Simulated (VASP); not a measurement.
Data:

```xyz
8
Lattice="5.3225 0.0000 0.0000 0.0000 5.3225 0.0000 0.0000 0.0000 5.3225" Properties=species:S:1:pos:R:3 pbc="T T T"
Zn     5.3225     0.0000     5.3225
Se     1.3987     1.3987     1.3987
Se     3.9237     3.9237     1.3987
Se     3.9237     1.3987     3.9237
Se     1.3987     3.9237     3.9237
Be     2.6612     2.6612     5.3225
Be     2.6612     0.0000     2.6612
Be     5.3225     2.6612     2.6612
```

Method: PBE GGA, VASP's PBE PAW potentials (set 64) (plane waves; VASP). Settings: 400 eV cut-off, 4×4×4 Γ-centred mesh, Gaussian smearing of 0.050 eV, potentials Zn Se Be.

Estimate the energy per atom (σ→0), band gap (on the k-mesh) with the smallest direct gap where there is one.

```yaml
band gap (on the k-mesh): 2.75 eV
smallest direct gap (on the k-mesh): 2.75 eV
energy per atom (σ→0): -4.048 eV/atom
```

Total energies compare only between runs with the same potentials, cut-off and functional.

The structure was generated: Be3ZnSe4 was put into an ordered model structure (P-43m), which need not be its known phase. It was relaxed first.
